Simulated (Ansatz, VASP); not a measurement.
# C: VASP beside Ansatz

Aim: how closely do two programs agree when they are given the same cell, functional and k mesh? The cell is a member of a volume series, scaled by 0.985 from a relaxed one, so a pressure remains.

Calculated with Ansatz 0.2.0; plane waves, with VASP 6.6.1 beside it; zone-centre phonons at LDA.

### Step 1. Starting point

It takes space group Fd-3m (No. 227, cubic). The conventional cell has a = 3.516 Å, b = 3.516 Å, c = 3.516 Å, α = 90.00°, β = 90.00°, γ = 90.00°. C has 4 C at 1.52 Å nearest.

### Step 2. VASP: zone-centre phonons, LDA

Second derivatives magnify differences that forces hide, and they need a tight electronic threshold.

Lines of VASP's logs that name or quote its potential files are left out, and so is its time.

The input, INCAR:

```
SYSTEM = C
PREC = Accurate
ENCUT = 600
EDIFF = 1E-08
NELM = 120
ISMEAR = 0
SIGMA = 0.02
LREAL = .FALSE.
ALGO = Normal
GGA = CA
NBANDS = 10
LASPH = .TRUE.
LWAVE = .FALSE.
LCHARG = .FALSE.
KPAR = 4
LEPSILON = .TRUE.
IBRION = 8
NSW = 1
```

The input, POSCAR:

```
C
1.0
    0.0000000000      1.7579902331      1.7579902331
    1.7579902331      0.0000000000      1.7579902331
    1.7579902331      1.7579902331      0.0000000000
C
2
Direct
    0.0000000000      0.0000000000      0.0000000000
    0.2500000000      0.2500000000      0.2500000000
```

The input, KPOINTS:

```
Automatic mesh
0
Gamma
11 11 11
0 0 0
```

The projector-augmented-wave data sets are C (LDA family, release 64).

Started as:

```bash
> mpirun -np 4 vasp_std
```

Numbers of over 12 decimals in the logs are rounded to 6 here.

Log:

```text
[banner, memory and clock lines left out]
running    4 mpi-ranks, on    1 nodes
 distrk:  each k-point on    1 cores,    4 groups
 distr:  one band on    1 cores,    1 groups

 POSCAR found type information on POSCAR C
 POSCAR found :  1 types and       2 ions
 LDA part: xc-table for (Slater(with rela. corr.)+CA(PZ))
 , standard interpolation
 POSCAR, INCAR and KPOINTS ok, starting setup
 FFT: planning ... GRIDC
 FFT: planning ... GRID_SOFT
 FFT: planning ... GRID
 WAVECAR not read
 entering main loop
       N       E                     dE             d eps       ncg     rms          rms(c)
DAV:   1    -0.532978210474E+00   -0.53298E+00   -0.54071E+03  1144   0.894E+02
DAV:   2    -0.207551580262E+02   -0.20222E+02   -0.18989E+02  1516   0.132E+02
DAV:   3    -0.211447821023E+02   -0.38962E+00   -0.38856E+00  1330   0.150E+01
DAV:   4    -0.211456090120E+02   -0.82691E-03   -0.82688E-03  1260   0.792E-01
DAV:   5    -0.211456101492E+02   -0.11373E-05   -0.11373E-05  1276   0.291E-02    0.599E+00
DAV:   6    -0.204791195313E+02    0.66649E+00   -0.38310E-01  1158   0.460E+00    0.347E+00
DAV:   7    -0.202477344823E+02    0.23139E+00   -0.44845E-01  1214   0.499E+00    0.771E-01
DAV:   8    -0.202475712470E+02    0.16324E-03   -0.92588E-03  1188   0.877E-01    0.269E-02
DAV:   9    -0.202475582623E+02    0.12985E-04   -0.35072E-05  1238   0.504E-02    0.195E-02
DAV:  10    -0.202475596099E+02   -0.13476E-05   -0.18051E-06  1244   0.123E-02    0.458E-03
DAV:  11    -0.202475595458E+02    0.64105E-07   -0.59004E-08  1276   0.202E-03    0.705E-04
DAV:  12    -0.202475595345E+02    0.11254E-07   -0.12128E-09   670   0.350E-04    0.155E-04
DAV:  13    -0.202475595323E+02    0.22253E-08   -0.73169E-11   600   0.913E-05
   1 F= -.20247560E+02 E0= -.20247560E+02  d E =-.389083E-16
 Linear response reoptimize wavefunctions to high precision
DAV:   1    -0.202475595318E+02    0.49499E-09   -0.23119E-12   654   0.176E-05
DAV:   2    -0.202475595318E+02    0.70486E-11   -0.42131E-13   582   0.439E-06
 Linear response G [H, r] |phi>, progress :
  Direction:   1
       N       E                     dE             d eps       ncg     rms
RMM:   1    -0.316782330254E+02   -0.31678E+02    0.54793E+00  2595   0.434E+01
RMM:   2    -0.324004952405E+02   -0.72226E+00   -0.10052E+00  1780   0.867E+00
RMM:   3    -0.324115820495E+02   -0.11087E-01   -0.33314E-03  1866   0.518E-01
RMM:   4    -0.324116645621E+02   -0.82513E-04   -0.29467E-05  1958   0.404E-02
RMM:   5    -0.324116649706E+02   -0.40845E-06   -0.39993E-07  1940   0.365E-03
RMM:   6    -0.324116649637E+02    0.68423E-08   -0.28351E-08  1787   0.360E-04
 Linear response G [H, r] |phi>, progress :
  Direction:   2
       N       E                     dE             d eps       ncg     rms
RMM:   1    -0.352773738690E+02   -0.35277E+02   -0.51038E+01  2597   0.415E+01
RMM:   2    -0.329029116155E+02    0.23745E+01   -0.65771E-01  1784   0.732E+00
RMM:   3    -0.329069981294E+02   -0.40865E-02   -0.25506E-03  1867   0.425E-01
RMM:   4    -0.329070184125E+02   -0.20283E-04   -0.20957E-05  1994   0.342E-02
RMM:   5    -0.329070184598E+02   -0.47319E-07   -0.32391E-07  1953   0.292E-03
RMM:   6    -0.329070184478E+02    0.11996E-07   -0.19583E-08  1811   0.288E-04
RMM:   7    -0.329070184431E+02    0.47072E-08    0.97398E-09  1443   0.380E-05
 Linear response G [H, r] |phi>, progress :
  Direction:   3
       N       E                     dE             d eps       ncg     rms
RMM:   1    -0.283752924532E+02   -0.28375E+02   -0.90798E+00  2468   0.406E+01
RMM:   2    -0.224162363452E+02    0.59591E+01   -0.79508E-01  1753   0.786E+00
RMM:   3    -0.224359841584E+02   -0.19748E-01   -0.50532E-03  1880   0.492E-01
RMM:   4    -0.224361939755E+02   -0.20982E-03   -0.11004E-03  1927   0.409E-02
RMM:   5    -0.224361034335E+02    0.90542E-04   -0.12959E-04  1885   0.400E-03
RMM:   6    -0.224360921061E+02    0.11327E-04   -0.14554E-05  1704   0.427E-04
RMM:   7    -0.224360906989E+02    0.14073E-05    0.31778E-06  1297   0.628E-05
RMM:   8    -0.224360913388E+02   -0.63990E-06    0.14284E-06  1217   0.280E-05
RMM:   9    -0.224360913374E+02    0.13168E-08   -0.72622E-09  1081   0.254E-05
 Linear response to external field (no local field effect), progress :
  Direction:   1
       N       E                     dE             d eps       ncg     rms          rms(c)
RMM:   1    -0.173906054953E+00   -0.17391E+00   -0.62911E-01  2457   0.224E+00
RMM:   2    -0.177845059583E+00   -0.39390E-02   -0.10083E-03  1787   0.267E-01
RMM:   3    -0.177849240347E+00   -0.41808E-05   -0.29975E-06  1805   0.112E-02
RMM:   4    -0.177849258090E+00   -0.17743E-07   -0.12394E-08  1766   0.756E-04
RMM:   5    -0.177849258163E+00   -0.73587E-10   -0.84211E-11  1312   0.481E-05
 change of polarisation eV/A/(eV/A) component  1 :     0.356     0.158     0.046
 dielectric tensor                  component  1 :     6.923     2.637     0.767
 Linear response to external field (no local field effect), progress :
  Direction:   2
       N       E                     dE             d eps       ncg     rms          rms(c)
RMM:   1    -0.171158230056E+00   -0.17116E+00   -0.60523E-01  2448   0.225E+00
RMM:   2    -0.175019743983E+00   -0.38615E-02   -0.98687E-04  1792   0.269E-01
RMM:   3    -0.175023830098E+00   -0.40861E-05   -0.31282E-06  1812   0.112E-02
RMM:   4    -0.175023849643E+00   -0.19545E-07   -0.13499E-08  1794   0.805E-04
RMM:   5    -0.175023849702E+00   -0.58593E-10   -0.10923E-10  1328   0.496E-05
 change of polarisation eV/A/(eV/A) component  2 :     0.158     0.350    -0.059
 dielectric tensor                  component  2 :     2.637     6.829    -0.984
 Linear response to external field (no local field effect), progress :
  Direction:   3
       N       E                     dE             d eps       ncg     rms          rms(c)
RMM:   1    -0.881632092537E-01   -0.88163E-01   -0.31228E-01  2412   0.167E+00
RMM:   2    -0.903606783663E-01   -0.21975E-02   -0.50472E-04  1770   0.187E-01
RMM:   3    -0.903627501332E-01   -0.20718E-05   -0.14931E-06  1801   0.821E-03
RMM:   4    -0.903627583668E-01   -0.82336E-08   -0.54098E-09  1760   0.577E-04
 change of polarisation eV/A/(eV/A) component  3 :     0.046    -0.059     0.181
 dielectric tensor                  component  3 :     0.767    -0.984     4.010
 Linear response to external field, progress :
  Direction:   1
       N       E                     dE             d eps       ncg     rms          rms(c)
RMM:   1    -0.144427217281E+00   -0.14443E+00   -0.51572E-01  5511   0.205E+00
RMM:   2    -0.147741871969E+00   -0.33147E-02   -0.83020E-04  3992   0.241E-01    0.681E-01
RMM:   3    -0.145533618961E+00    0.22083E-02   -0.72881E-04  3986   0.209E-01    0.397E-01
RMM:   4    -0.150191118627E+00   -0.46575E-02   -0.10614E-03  3998   0.254E-01    0.328E-02
RMM:   5    -0.150588613126E+00   -0.39749E-03   -0.11423E-05  4083   0.267E-02    0.273E-03
RMM:   6    -0.150601529070E+00   -0.12916E-04   -0.32992E-08  4211   0.163E-03    0.149E-03
RMM:   7    -0.150604728047E+00   -0.31990E-05   -0.50692E-09  4212   0.685E-04    0.100E-04
RMM:   8    -0.150605275612E+00   -0.54756E-06   -0.70498E-11  3355   0.603E-05    0.248E-05
RMM:   9    -0.150605163298E+00    0.11231E-06    0.00000E+00  1759   0.197E-05    0.217E-06
 change of polarisation eV/A/(eV/A) component  1 :     0.285     0.095     0.029
 dielectric tensor                  component  1 :     5.747     1.580     0.486
 Linear response to external field, progress :
  Direction:   2
       N       E                     dE             d eps       ncg     rms          rms(c)
RMM:   1    -0.144402051231E+00   -0.14440E+00   -0.51547E-01  5521   0.205E+00
RMM:   2    -0.147741810369E+00   -0.33398E-02   -0.83462E-04  3991   0.241E-01    0.681E-01
RMM:   3    -0.145534632135E+00    0.22072E-02   -0.73303E-04  3982   0.209E-01    0.397E-01
RMM:   4    -0.150191079987E+00   -0.46564E-02   -0.10660E-03  3996   0.254E-01    0.328E-02
RMM:   5    -0.150588332160E+00   -0.39725E-03   -0.11431E-05  4087   0.267E-02    0.273E-03
RMM:   6    -0.150601384249E+00   -0.13052E-04   -0.33598E-08  4210   0.164E-03    0.148E-03
RMM:   7    -0.150604627870E+00   -0.32436E-05   -0.51060E-09  4209   0.686E-04    0.101E-04
RMM:   8    -0.150605165616E+00   -0.53775E-06   -0.73208E-11  3379   0.616E-05    0.249E-05
RMM:   9    -0.150605056181E+00    0.10944E-06    0.00000E+00  1772   0.193E-05    0.213E-06
 change of polarisation eV/A/(eV/A) component  2 :     0.078     0.285    -0.006
 dielectric tensor                  component  2 :     1.291     5.747    -0.097
 Linear response to external field, progress :
  Direction:   3
       N       E                     dE             d eps       ncg     rms          rms(c)
RMM:   1    -0.144398232684E+00   -0.14440E+00   -0.51543E-01  5521   0.205E+00
RMM:   2    -0.147741814505E+00   -0.33436E-02   -0.83514E-04  3992   0.241E-01    0.681E-01
RMM:   3    -0.145534666439E+00    0.22071E-02   -0.73094E-04  3984   0.209E-01    0.397E-01
RMM:   4    -0.150191167905E+00   -0.46565E-02   -0.10634E-03  3997   0.254E-01    0.328E-02
RMM:   5    -0.150588314000E+00   -0.39715E-03   -0.11415E-05  4091   0.267E-02    0.273E-03
RMM:   6    -0.150601385230E+00   -0.13071E-04   -0.33249E-08  4212   0.163E-03    0.149E-03
RMM:   7    -0.150604627482E+00   -0.32423E-05   -0.50837E-09  4210   0.685E-04    0.100E-04
RMM:   8    -0.150605167353E+00   -0.53987E-06   -0.68952E-11  3371   0.609E-05    0.248E-05
RMM:   9    -0.150605056325E+00    0.11103E-06    0.00000E+00  1774   0.195E-05    0.214E-06
 change of polarisation eV/A/(eV/A) component  3 :     0.012     0.060     0.285
 dielectric tensor                  component  3 :     0.193     1.001     5.747
 Linear response DOF=           1
 Linear response progress:
  Degree of freedom:   1/  1
       N       E                     dE             d eps       ncg     rms          rms(c)
RMM:   1    -0.120681406840E+00   -0.12068E+00   -0.23265E-02 10255   0.208E+00
RMM:   2    -0.111108919279E+00    0.95725E-02   -0.41340E-03  6582   0.398E-01    0.193E-01
RMM:   3    -0.111102512677E+00    0.64066E-05   -0.42980E-04  6531   0.116E-01    0.105E-01
RMM:   4    -0.111915532867E+00   -0.81302E-03   -0.38633E-04  6443   0.120E-01    0.134E-02
RMM:   5    -0.111864013795E+00    0.51519E-04   -0.30600E-05  7011   0.140E-02    0.102E-03
RMM:   6    -0.111861640995E+00    0.23728E-05   -0.36668E-06  7001   0.818E-04    0.443E-04
RMM:   7    -0.111858841506E+00    0.27995E-05   -0.10301E-06  7149   0.340E-04    0.669E-05
RMM:   8    -0.111858719387E+00    0.12212E-06   -0.32830E-09  7162   0.397E-05    0.105E-05
RMM:   9    -0.111858586918E+00    0.13247E-06    0.34477E-08  7369   0.138E-05    0.140E-06
RMM:  10    -0.111858589210E+00   -0.22922E-08   -0.20537E-08  5959   0.140E-06    0.176E-07
 first order change of Fermi-energy   0.64414E-04
 force on displaced ion       1 direction 1 : -39.906  -0.000  -0.000
 Born effective charge ion    1 direction 1 :  -0.000   0.000   0.000
 Born effective charges drift removed
 Linear response finished
```

Parts of OUTCAR (step 2):

```text
ion  position               nearest neighbor table
   1  0.000  0.000  0.000-   2 1.52   2 1.52   2 1.52   2 1.52
   2  0.250  0.250  0.250-   1 1.52   1 1.52   1 1.52   1 1.52

  LATTYP: Found a face centered cubic cell.
 ALAT       =     3.5159804662

 Subroutine GETGRP returns: Found 48 space group operations
 (whereof 24 operations were pure point group operations)

The static configuration has the point symmetry T_d .
 The point group associated with its full space group is O_h .

 Found     56 irreducible k-points:

   k-points           NKPTS =     56   k-points in BZ     NKDIM =     56   number of bands    NBANDS=     10

   dimension x,y,z NGX =    20 NGY =   20 NGZ =   20
   dimension x,y,z NGXF=    40 NGYF=   40 NGZF=   40

   ENCUT  =  600.0 eV  44.10 Ry    6.64 a.u.   4.97  4.97  4.97*2*pi/ulx,y,z

   NELECT =       8.0000    total number of electrons

 k-points in reciprocal lattice and weights: Automatic mesh
   0.00000000  0.00000000  0.00000000       0.001
   0.09090909  0.00000000  0.00000000       0.006
   0.18181818  0.00000000  0.00000000       0.006
   0.27272727  0.00000000  0.00000000       0.006
   0.36363636  0.00000000  0.00000000       0.006
   0.45454545  0.00000000  0.00000000       0.006
   0.09090909  0.09090909  0.00000000       0.005
   0.18181818  0.09090909  0.00000000       0.018
   0.27272727  0.09090909  0.00000000       0.018
[...]
-0.36363636  0.45454545  0.18181818       0.018
  -0.27272727  0.45454545  0.18181818       0.018

 average (electrostatic) potential at core
       1 -48.8752       2 -48.8752

  Total        0.4955352      0.4955352      0.4955352      0.0000000      0.0000000      0.0000000
  in kB       73.0643779     73.0643779     73.0643779      0.0000000      0.0000000      0.0000000
  external PRESSURE =      73.0643779 kB  Pullay stress =       0.0000000 kB

  energy-cutoff  :      600.00
  volume of cell :       10.87
      direct lattice vectors                 reciprocal lattice vectors
     0.000000000  1.757990233  1.757990233    -0.284415687  0.284415687  0.284415687
     1.757990233  0.000000000  1.757990233     0.284415687 -0.284415687  0.284415687
     1.757990233  1.757990233  0.000000000     0.284415687  0.284415687 -0.284415687

 POSITION                                       TOTAL-FORCE (eV/Angst)
 -----------------------------------------------------------------------------------
      0.00000      0.00000      0.00000         0.000000      0.000000      0.000000
      0.87900      0.87900      0.87900        -0.000000     -0.000000     -0.000000
 -----------------------------------------------------------------------------------
    total drift:                                0.000000      0.000000      0.000000

 MACROSCOPIC STATIC DIELECTRIC TENSOR (including local field effects in DFT)
 ------------------------------------------------------
           5.746714    -0.000000    -0.000000
          -0.000000     5.746714     0.000000
          -0.000000    -0.000000     5.746714
 ------------------------------------------------------

 PIEZOELECTRIC TENSOR (including local field effects)  for field in x, y, z        (C/m^2)
          XX          YY          ZZ          XY          YZ          ZX
  --------------------------------------------------------------------------------
  x     0.00000     0.00000     0.00000     0.00000     0.00000     0.00000
  y     0.00000    -0.00000     0.00000     0.00000     0.00000     0.00000
  z     0.00000     0.00000     0.00000     0.00000     0.00000     0.00000

 BORN EFFECTIVE CHARGES (including local field effects) (in |e|, cummulative output)
 ---------------------------------------------------------------------------------
 ion    1
    1    -0.00000     0.00000     0.00000
    2     0.00000    -0.00000    -0.00000
    3     0.00000     0.00000    -0.00000
 ion    2
    1     0.00000    -0.00000    -0.00000
    2     0.00000     0.00000     0.00000
    3    -0.00000     0.00000     0.00000

 Eigenvectors and eigenvalues of the dynamical matrix
 ----------------------------------------------------

   1 f  =   40.299316 THz   253.208070 2PiTHz 1344.240485 cm-1   166.664504 meV
             X         Y         Z           dx          dy          dz
      0.000000  0.000000  0.000000     0.707107    0.000000    0.000000
      0.878995  0.878995  0.878995    -0.707107    0.000000    0.000000

   2 f  =   40.299316 THz   253.208070 2PiTHz 1344.240485 cm-1   166.664504 meV
             X         Y         Z           dx          dy          dz
      0.000000  0.000000  0.000000     0.000000   -0.642971    0.294259
      0.878995  0.878995  0.878995     0.000000    0.642971   -0.294259

   3 f  =   40.299316 THz   253.208070 2PiTHz 1344.240485 cm-1   166.664504 meV
             X         Y         Z           dx          dy          dz
      0.000000  0.000000  0.000000     0.000000   -0.294259   -0.642971
      0.878995  0.878995  0.878995     0.000000    0.294259    0.642971

   4 f  =    0.000000 THz     0.000001 2PiTHz    0.000003 cm-1     0.000000 meV
             X         Y         Z           dx          dy          dz
      0.000000  0.000000  0.000000     0.000000    0.223919   -0.670716
      0.878995  0.878995  0.878995     0.000000    0.223919   -0.670716

   5 f  =    0.000000 THz     0.000000 2PiTHz    0.000000 cm-1     0.000000 meV
             X         Y         Z           dx          dy          dz
      0.000000  0.000000  0.000000     0.707107    0.000000    0.000000
      0.878995  0.878995  0.878995     0.707107    0.000000    0.000000

   6 f/i=    0.000001 THz     0.000003 2PiTHz    0.000017 cm-1     0.000002 meV
             X         Y         Z           dx          dy          dz
      0.000000  0.000000  0.000000     0.000000    0.670716    0.223919
      0.878995  0.878995  0.878995     0.000000    0.670716    0.223919

 MACROSCOPIC STATIC DIELECTRIC TENSOR IONIC CONTRIBUTION
 ------------------------------------------------------
           0.000000    -0.000000    -0.000000
          -0.000000     0.000000     0.000000
          -0.000000     0.000000     0.000000
 ------------------------------------------------------

 ELASTIC MODULI CONTR FROM IONIC RELAXATION (kBar)
 Direction    XX          YY          ZZ          XY          YZ          ZX
 --------------------------------------------------------------------------------
 XX          -0.0000     -0.0000     -0.0000     -0.0000     -0.0000      0.0000
 YY          -0.0000     -0.0000     -0.0000     -0.0000     -0.0000     -0.0000
 ZZ          -0.0000     -0.0000     -0.0000     -0.0000     -0.0000      0.0000
 XY          -0.0000     -0.0000     -0.0000    -92.4347      0.0000      0.0000
 YZ          -0.0000     -0.0000     -0.0000      0.0000    -92.4347      0.0000
 ZX           0.0000     -0.0000      0.0000      0.0000      0.0000    -92.4347
 --------------------------------------------------------------------------------

 PIEZOELECTRIC TENSOR IONIC CONTR  for field in x, y, z        (C/m^2)
          XX          YY          ZZ          XY          YZ          ZX
  --------------------------------------------------------------------------------
  x    -0.00000    -0.00000    -0.00000     0.00000    -0.00000     0.00000
  y     0.00000    -0.00000     0.00000    -0.00000     0.00000    -0.00000
  z    -0.00000    -0.00000    -0.00000    -0.00000     0.00000     0.00000
```

CONTCAR:

```
C
   1.00000000000000
     0.0000000000000000    1.7579902330999999    1.7579902330999999
     1.7579902330999999    0.0000000000000000    1.7579902330999999
     1.7579902330999999    1.7579902330999999    0.0000000000000000
  C
     2
Direct
     0.0000000000000000    0.0000000000000000    0.0000000000000000
     0.2500000000000000    0.2500000000000000    0.2500000000000000
```

[end of part 1 of 2]

[Lines on the potential files, build, host, timing and source positions are cut from VASP's logs without a mark.]

[Logs are printed without paths, hosts, clocks, repeated set-up lines and the standing remarks that a program may print on its own settings, such as how far it seeks lower states.]

[Hosts, paths, dates, database ids (printed as entryN), source tags and the programs' standing remarks are cut or masked in the printed files.]
